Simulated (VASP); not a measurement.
# MnHg (P4/mmm) in VASP: a series of runs, part 2 of 2

VASP 6.6.1. Earlier steps stand in the parts before.

## (4) Single point, r2SCAN, collinear spin, ferromagnetic start

File INCAR:

```
  PREC = Normal
  ENCUT = 400
  EDIFF = 1E-6
  ISMEAR = 1
  SIGMA = 0.2
  LREAL = F
  LASPH = T
  NELM = 100
  ALGO = Normal
  ISIF = 2
  LWAVE = F
  LCHARG = F
  ISPIN = 2
  MAGMOM = 0 4
  LORBIT = 11
  LMAXMIX = 4
  METAGGA = R2SCAN
  LMIXTAU = T
  NBANDS = 24
  ADDGRID = F
```

File KPOINTS:

```
Automatic mesh
0
Gamma
  5 5 5
```

File POSCAR:

```
MnHg
1.0
    3.2880000000      0.0000000000      0.0000000000
    0.0000000000      3.2880000000      0.0000000000
    0.0000000000      0.0000000000      3.3130000000
Hg Mn
1 1
Direct
    0.0000000000      0.0000000000      0.0000000000
    0.5000000000      0.5000000000      0.5000000000
```

Potentials or basis: VASP PAW PBE potentials, release 64 (Hg, Mn_pv).

Launch:

```bash
$ cat potpaw_PBE.64/Hg/POTCAR potpaw_PBE.64/Mn_pv/POTCAR > POTCAR
$ mpirun -np 1 vasp_std > vasp.out
```

OUTCAR:

```text
PREC = Normal
   ENCUT = 400
   EDIFF = 1E-6
   ISMEAR = 1
   LREAL = F
   LASPH = T
   NELM = 100
   ISIF = 2
   ISPIN = 2
   LORBIT = 11
   METAGGA = R2SCAN

 Found     18 irreducible k-points:

 Following reciprocal coordinates:
            Coordinates               Weight
  0.000000  0.000000  0.000000      1.000000
  0.200000  0.000000  0.000000      4.000000
  0.400000  0.000000  0.000000      4.000000
  0.200000  0.200000  0.000000      4.000000
  0.400000  0.200000  0.000000      8.000000
  0.400000  0.400000  0.000000      4.000000
   k-points           NKPTS =     18   k-points in BZ     NKDIM =     18   number of bands    NBANDS=     24
   number of dos      NEDOS =    301   number of ions     NIONS =      2
   total plane-waves  NPLWV =   4096
   dimension x,y,z NGX =    16 NGY =   16 NGZ =   16
   dimension x,y,z NGXF=    32 NGYF=   32 NGZF=   32
   ions per type =               1   1
   NGX,Y,Z   is equivalent  to a cutoff of   8.09,  8.09,  8.03 a.u.
   NGXF,Y,Z  is equivalent  to a cutoff of  16.18, 16.18, 16.06 a.u.
 SYSTEM =  unknown system
[... 238 lines left out ...]
      4      -4.4960      1.00000
      5      -3.0673      1.00000
      6      -3.0525      1.00000
[... 151 lines left out ...]
     23      24.9707      0.00000
     24      25.7727      0.00000

 [... further k-points ...]

------------------------ aborting loop because EDIFF is reached ----------------------------------------

  FORCE on cell =-STRESS in cart. coord.  units (eV):
  Direction    XX          YY          ZZ          XY          YZ          ZX
  --------------------------------------------------------------------------------------
  -------------------------------------------------------------------------------------
  Total        0.6802317      0.6802317      0.7107971      0.0000000      0.0000000      0.0000000
  in kB       30.4286300     30.4286300     31.7959040      0.0000000      0.0000000      0.0000000
  external PRESSURE =      30.8843880 kB  Pullay stress =       0.0000000 kB

 VOLUME and BASIS-vectors are now :
 -----------------------------------------------------------------------------
  energy-cutoff  :      400.00
  volume of cell :       35.82
      direct lattice vectors                 reciprocal lattice vectors
     3.288000000  0.000000000  0.000000000     0.304136253  0.000000000  0.000000000
     0.000000000  3.288000000  0.000000000     0.000000000  0.304136253  0.000000000
     0.000000000  0.000000000  3.313000000     0.000000000  0.000000000  0.301841232

 POSITION                                       TOTAL-FORCE (eV/Angst)
 -----------------------------------------------------------------------------------
      0.00000      0.00000      0.00000         0.000000      0.000000      0.000000
      1.64400      1.64400      1.65650         0.000000      0.000000      0.000000
 -----------------------------------------------------------------------------------
    total drift:                                0.000000      0.000000      0.000000

  FREE ENERGIE OF THE ION-ELECTRON SYSTEM (eV)
  ---------------------------------------------------
  free  energy   TOTEN  =       -64.0148423587 eV

  energy  without entropy=      -64.0019669172  energy(sigma->0) =      -64.01055054

 total charge

# of ion       s       p       d       tot
------------------------------------------
    1        0.840   0.558   9.242  10.640
    2        0.273   6.189   4.929  11.391
--------------------------------------------------
tot          1.113   6.747  14.170  22.031

 magnetization (x)

# of ion       s       p       d       tot
------------------------------------------
    1       -0.040  -0.066   0.056  -0.050
    2        0.033   0.026   4.060   4.119
--------------------------------------------------
tot         -0.008  -0.040   4.116   4.069
```

OSZICAR:

```text
N       E                     dE             d eps       ncg     rms          rms(c)
DAV:   1     0.151788096901E+03    0.15179E+03   -0.12139E+04  1736   0.998E+02
DAV:   2    -0.636616305435E+02   -0.21545E+03   -0.20543E+03  1848   0.318E+02
DAV:   3    -0.705815568714E+02   -0.69199E+01   -0.68986E+01  1976   0.652E+01
DAV:   4    -0.706307553287E+02   -0.49198E-01   -0.49195E-01  2016   0.518E+00
DAV:   5    -0.706315378814E+02   -0.78255E-03   -0.78255E-03  2024   0.618E-01    0.110E+01
DAV:   6    -0.639896431344E+02    0.66419E+01   -0.11321E+01  1936   0.325E+01    0.111E+01
DAV:   7    -0.639757114240E+02    0.13932E-01   -0.12988E+00  1864   0.109E+01    0.598E+00
DAV:   8    -0.639976540247E+02   -0.21943E-01   -0.75755E-02  1936   0.230E+00    0.323E+00
DAV:   9    -0.640130288435E+02   -0.15375E-01   -0.29305E-02  1832   0.131E+00    0.538E-01
DAV:  10    -0.640145572703E+02   -0.15284E-02   -0.67238E-03  1968   0.728E-01    0.163E-01
DAV:  11    -0.640146451799E+02   -0.87910E-04   -0.97719E-04  1944   0.245E-01    0.822E-02
DAV:  12    -0.640148280878E+02   -0.18291E-03   -0.16983E-04  1920   0.869E-02    0.488E-02
DAV:  13    -0.640148191631E+02    0.89247E-05   -0.63652E-05  1920   0.509E-02    0.240E-02
DAV:  14    -0.640148510045E+02   -0.31841E-04   -0.46991E-06  1840   0.199E-02    0.742E-03
DAV:  15    -0.640148414372E+02    0.95674E-05   -0.13488E-06  1672   0.941E-03    0.533E-03
DAV:  16    -0.640148423587E+02   -0.92158E-06   -0.26878E-07  1096   0.369E-03
   1 F= -.64014842E+02 E0= -.64010551E+02  d E =-.128754E-01  mag=     4.2063
```

stdout:

```text
POSCAR found type information on POSCAR HgMn
 POSCAR found :  2 types and       2 ions
 scaLAPACK will be used
 -----------------------------------------------------------------------------
|                                                                             |
|                                                                             |
|     You enforced a specific xc type in the INCAR file but a different       |
|     I HOPE YOU KNOW WHAT YOU ARE DOING!                                     |
|                                                                             |
 -----------------------------------------------------------------------------

 LDA part: xc-table for (None), standard interpolation
 POSCAR, INCAR and KPOINTS ok, starting setup
 FFT: planning ... GRIDC
 FFT: planning ... GRID_SOFT
 FFT: planning ... GRID
 WAVECAR not read
 entering main loop
```

It took 27 s on 1 thread of Intel Xeon Platinum 8259CL at 2.50GHz (Skylake/Cascade Lake), shared host; peak memory 0.13 GiB.

The run converged, but some of its settings lie outside the range that counts as converged, so its numbers aren't taken as properties of the crystal.

What came out:

* Free energy: -64.0148 eV
* Pressure: 3.1 GPa
* Band gap on the k mesh: none (metal or under the smearing width)
* Net moment: 4.21 μB per cell
* Site moments: Hg -0.05; Mn +4.12 μB
* Valence electrons inside the program's atomic spheres: Hg 10.64; Mn 11.39

Caveat: the k mesh is coarse (spacing up to 0.38 Å⁻¹), so the values aren't converged; the PAW data sets were made with another functional, which shifts forces and pressure a little.

## (5) Single point, r2SCAN, collinear spin, ferromagnetic start

INCAR is that of step 4.

KPOINTS is that of step 4.

File POSCAR:

```
MnHg
1.0
    3.2880000000      0.0000000000      0.0000000000
    0.0000000000      3.2880000000      0.0000000000
    0.0000000000      0.0000000000      3.3130000000
Hg Mn
1 1
Direct
    0.0037350000      0.0043450000     -0.0026990000
    0.4987650000      0.4794400000      0.4654080000
```

Potentials or basis: VASP PAW PBE potentials, release 64 (Hg, Mn_pv).

Launch:

```bash
$ cat potpaw_PBE.64/Hg/POTCAR potpaw_PBE.64/Mn_pv/POTCAR > POTCAR
$ mpirun -np 1 vasp_std > vasp.out
```

OUTCAR:

```text
PREC = Normal
   ENCUT = 400
   EDIFF = 1E-6
   ISMEAR = 1
   LREAL = F
   LASPH = T
   NELM = 100
   ISIF = 2
   ISPIN = 2
   LORBIT = 11
   METAGGA = R2SCAN

 Found     63 irreducible k-points:

 Following reciprocal coordinates:
            Coordinates               Weight
  0.000000  0.000000  0.000000      1.000000
  0.200000  0.000000  0.000000      2.000000
  0.000000  0.200000  0.000000      2.000000
  0.400000  0.000000  0.000000      2.000000
  0.000000  0.400000  0.000000      2.000000
  0.200000  0.200000  0.000000      2.000000
   k-points           NKPTS =     63   k-points in BZ     NKDIM =     63   number of bands    NBANDS=     24
   number of dos      NEDOS =    301   number of ions     NIONS =      2
   total plane-waves  NPLWV =   4096
   dimension x,y,z NGX =    16 NGY =   16 NGZ =   16
   dimension x,y,z NGXF=    32 NGYF=   32 NGZF=   32
   ions per type =               1   1
   NGX,Y,Z   is equivalent  to a cutoff of   8.09,  8.09,  8.03 a.u.
   NGXF,Y,Z  is equivalent  to a cutoff of  16.18, 16.18, 16.06 a.u.
 SYSTEM =  unknown system
   PREC   = normal    normal or accurate (medium, high low for compatibility)
   ISTART =      0    job   : 0-new  1-cont  2-samecut
   ICHARG =      2    charge: 1-file 2-atom 10-const
   ISPIN  =      2    spin polarized calculation?
   LNONCOLLINEAR =      F non collinear calculations
   LSORBIT =      F    spin-orbit coupling
   LASPH  =      T    aspherical Exc in radial PAW
   ENCUT  =  400.0 eV  29.40 Ry    5.42 a.u.   5.36  5.36  5.40*2*pi/ulx,y,z
   NELM   =    100;   NELMIN=  2; NELMDL= -5     # of ELM steps
   EDIFF  = 0.1E-05   stopping-criterion for ELM
   LREAL  =      F    real-space projection
   EDIFFG = 0.1E-04   stopping-criterion for IOM
   NSW    =      0    number of steps for IOM
   IBRION =     -1    ionic relax: 0-MD 1-quasi-New 2-CG
   NFREE  =      0    steps in history (QN), initial steepest desc. (CG)
   ISIF   =      2    stress and relaxation
   ISYM   =      2    0-nonsym 1-usesym 2-fastsym
   POTIM  = 0.5000    time-step for ionic-motion
   TEBEG  =    0.0;   TEEND  =   0.0 temperature during run
   PSTRESS=    0.0 pullay stress
   NELECT =      25.0000    total number of electrons
   NUPDOWN=      -1.0000    fix difference up-down
   EMIN   =  10.00;   EMAX   =-10.00  energy-range for DOS
   EFERMI =   0.00;   METHOD = LEGACY
   ISMEAR =     1;   SIGMA  =   0.20  broadening in eV -4-tet -1-fermi 0-gaus
   EFERMI_NEDOS =   21; number of points for ismear=-14 and -15
   IALGO  =     38    algorithm
   IMIX   =      4    mixing-type and parameters
     AMIX     =   0.40;   BMIX     =  1.00
     AMIX_MAG =   1.60;   BMIX_MAG =  1.00
  volume/ion in A,a.u.               =      17.91       120.85
  Fermi-wavevector in a.u.,A,eV,Ry     =   1.452200  2.744260 28.693127  2.108885
  Thomas-Fermi vector in A             =   2.569610
   LORBIT       =     11    0 simple, 1 ext, 2 COOP (PROOUT), +10 PAW based schemes
   METAGGA = R2SCAN    functional components
   LHFCALC =     F    Hartree Fock is set to
   AEXX    =    0.0000 exact exchange contribution
   IVDW    =     0    specifies the selected vdW correction
   LEPSILON=     F    determine dielectric tensor
   LRPA    =     F    only Hartree local field effects (RPA)
 spin polarized calculation
 Methfessel and Paxton  Order N= 1 SIGMA  =   0.20
  energy-cutoff  :      400.00
  volume of cell :       35.82
 maximum number of plane-waves:       664
   NGX = 11   NGY = 11   NGZ = 11

 number of electron      25.0000050 magnetization       4.1867359

 Free energy of the ion-electron system (eV)
  ---------------------------------------------------
  ext. energy  EPLUGINS =         0.00000000
  ---------------------------------------------------
  free energy    TOTEN  =       -63.98316230 eV

  energy without entropy =      -63.97278656  energy(sigma->0) =      -63.97970372

 E-fermi :   6.0748     XC(G=0): -12.7415

 val. band max:        6.0733432151   @ k =   0.2000   0.0000   0.2000
 cond. band min:       6.0888518164   @ k =  -0.2000   0.0000   0.2000
 fundamental gap:      0.0155086013
 Fermi energy:         6.0748044988

 spin component 1

 k-point     1 :       0.0000    0.0000    0.0000
  band No.  band energies     occupation
      1     -47.1739      1.00000
      2     -47.1617      1.00000
      3     -47.1451      1.00000
      4      -4.5584      1.00000
      5      -3.1256      1.00000
      6      -3.0961      1.00000
[... 16 lines left out ...]
     23      23.6209      0.00000
     24      27.5778      0.00000

 k-point     2 :       0.2000    0.0000    0.0000
  band No.  band energies     occupation
      1     -47.1808      1.00000
      2     -47.1618      1.00000
      3     -47.1450      1.00000
      4      -3.9394      1.00000
      5      -2.9931      1.00000
      6      -2.7813      1.00000
[... 16 lines left out ...]
     23      22.7735      0.00000
     24      23.1475      0.00000

 k-point     3 :       0.0000    0.2000    0.0000
  band No.  band energies     occupation
      1     -47.1740      1.00000
      2     -47.1684      1.00000
      3     -47.1451      1.00000
      4      -3.9414      1.00000
      5      -3.0005      1.00000
      6      -2.7727      1.00000
[... 16 lines left out ...]
     23      22.7831      0.00000
     24      23.1661      0.00000

 k-point     4 :       0.4000    0.0000    0.0000
  band No.  band energies     occupation
      1     -47.1905      1.00000
      2     -47.1612      1.00000
      3     -47.1443      1.00000
      4      -3.0609      1.00000
      5      -2.8028      1.00000
      6      -2.2044      1.00000
[... 16 lines left out ...]
     23      20.1292      0.00000
     24      27.6083      0.00000

 k-point     5 :       0.0000    0.4000    0.0000
  band No.  band energies     occupation
      1     -47.1781      1.00000
      2     -47.1733      1.00000
      3     -47.1445      1.00000
      4      -3.0652      1.00000
      5      -2.8070      1.00000
      6      -2.1946      1.00000
[... 16 lines left out ...]
     23      20.1151      0.00000
     24      27.6073      0.00000

 k-point     6 :       0.2000    0.2000    0.0000
  band No.  band energies     occupation
      1     -47.1802      1.00000
      2     -47.1678      1.00000
      3     -47.1448      1.00000
      4      -3.4178      1.00000
      5      -2.7788      1.00000
      6      -2.6075      1.00000
[... 16 lines left out ...]
     23      22.9665      0.00000
     24      23.4585      0.00000

 [... further k-points ...]

 spin component 2

 k-point     1 :       0.0000    0.0000    0.0000
  band No.  band energies     occupation
      1     -41.4845      1.00000
      2     -41.4833      1.00000
      3     -41.4812      1.00000
      4      -4.4996      1.00000
      5      -3.0864      1.00000
      6      -3.0678      1.00000
[... 16 lines left out ...]
     23      23.7617      0.00000
     24      29.1295      0.00000

 k-point     2 :       0.2000    0.0000    0.0000
  band No.  band energies     occupation
      1     -41.4933      1.00000
      2     -41.4836      1.00000
      3     -41.4812      1.00000
      4      -3.8984      1.00000
      5      -2.9916      1.00000
      6      -2.7258      1.00000
[... 16 lines left out ...]
     23      23.4149      0.00000
     24      24.2477      0.00000

 k-point     3 :       0.0000    0.2000    0.0000
  band No.  band energies     occupation
      1     -41.4916      1.00000
      2     -41.4843      1.00000
      3     -41.4821      1.00000
      4      -3.9010      1.00000
      5      -2.9940      1.00000
      6      -2.7213      1.00000
[... 16 lines left out ...]
     23      23.4073      0.00000
     24      24.2590      0.00000

 k-point     4 :       0.4000    0.0000    0.0000
  band No.  band energies     occupation
      1     -41.5065      1.00000
      2     -41.4826      1.00000
      3     -41.4802      1.00000
      4      -3.1481      1.00000
      5      -2.8562      1.00000
      6      -2.1671      1.00000
[... 16 lines left out ...]
     23      20.5336      0.00000
     24      28.4519      0.00000

 k-point     5 :       0.0000    0.4000    0.0000
  band No.  band energies     occupation
      1     -41.5048      1.00000
      2     -41.4834      1.00000
      3     -41.4812      1.00000
      4      -3.1541      1.00000
      5      -2.8579      1.00000
      6      -2.1606      1.00000
[... 16 lines left out ...]
     23      20.4572      0.00000
     24      28.5105      0.00000

 k-point     6 :       0.2000    0.2000    0.0000
  band No.  band energies     occupation
      1     -41.4925      1.00000
      2     -41.4907      1.00000
      3     -41.4819      1.00000
      4      -3.3705      1.00000
      5      -2.7358      1.00000
      6      -2.5878      1.00000
[... 16 lines left out ...]
     23      23.9130      0.00000
     24      24.3635      0.00000

 [... further k-points ...]

------------------------ aborting loop because EDIFF is reached ----------------------------------------

  FORCE on cell =-STRESS in cart. coord.  units (eV):
  Direction    XX          YY          ZZ          XY          YZ          ZX
  --------------------------------------------------------------------------------------
  -------------------------------------------------------------------------------------
  Total        0.7855283      0.7444654      0.7467361      0.0218614      0.1184326      0.0185854
  in kB       35.1388363     33.3019797     33.4035533      0.9779211      5.2978163      0.8313755
  external PRESSURE =      33.9481231 kB  Pullay stress =       0.0000000 kB

 VOLUME and BASIS-vectors are now :
 -----------------------------------------------------------------------------
  energy-cutoff  :      400.00
  volume of cell :       35.82
      direct lattice vectors                 reciprocal lattice vectors
     3.288000000  0.000000000  0.000000000     0.304136253  0.000000000  0.000000000
     0.000000000  3.288000000  0.000000000     0.000000000  0.304136253  0.000000000
     0.000000000  0.000000000  3.313000000     0.000000000  0.000000000  0.301841232

 POSITION                                       TOTAL-FORCE (eV/Angst)
 -----------------------------------------------------------------------------------
      0.01228      0.01429      3.30406        -0.064459     -0.249359     -0.357161
      1.63994      1.57640      1.54190         0.064459      0.249359      0.357161
 -----------------------------------------------------------------------------------
    total drift:                                0.012263     -0.062370      0.011717

  FREE ENERGIE OF THE ION-ELECTRON SYSTEM (eV)
  ---------------------------------------------------
  free  energy   TOTEN  =       -63.9831622999 eV

  energy  without entropy=      -63.9727865572  energy(sigma->0) =      -63.97970372

 total charge

# of ion       s       p       d       tot
------------------------------------------
    1        0.844   0.559   9.242  10.645
    2        0.275   6.190   4.933  11.398
--------------------------------------------------
tot          1.119   6.749  14.175  22.043

 magnetization (x)

# of ion       s       p       d       tot
------------------------------------------
    1       -0.041  -0.069   0.057  -0.053
    2        0.033   0.025   4.051   4.109
--------------------------------------------------
tot         -0.008  -0.044   4.108   4.057
```

Wall time 82 s (1 thread of Intel Xeon Platinum 8259CL at 2.50GHz (Skylake/Cascade Lake), shared host); peak memory 0.17 GiB.

The run converged, but some of its settings lie outside the range that counts as converged, so its numbers aren't taken as properties of the crystal.

What came out:

```yaml
Free_energy: -63.9832 eV
Pressure: 3.4 GPa
Largest_force: 0.440 eV/Å
Band_gap_on_the_k_mesh: none (metal or under the smearing width)
Net_moment: 4.19 μB per cell
Site_moments: Hg -0.05; Mn +4.11 μB
Valence_electrons_inside_the_program's_atomic_spheres: Hg 10.64; Mn 11.40
```

Caveat: the k mesh is coarse (spacing up to 0.38 Å⁻¹), so the values aren't converged; the PAW data sets were made with another functional, which shifts forces and pressure a little.

## (6) The reference run

An earlier run on the cell as given: functional PBE; potentials or basis VASP PAW PBE potentials, release 64 (Hg, Mn_pv); cutoff 520 eV; k mesh 8 × 8 × 8; occupations fermi-dirac, width 0.05 eV; collinear spin, ferromagnetic start; starting moments [0.0, 4.0] μB.

- Pressure: 2.5 GPa
- Band gap on the k mesh: none (metal or under the smearing width)
- Net moment: 3.88 μB per cell
- Site moments: Hg -0.06; Mn +3.80 μB
- Valence electrons inside the program's atomic spheres: Hg 10.61; Mn 11.42
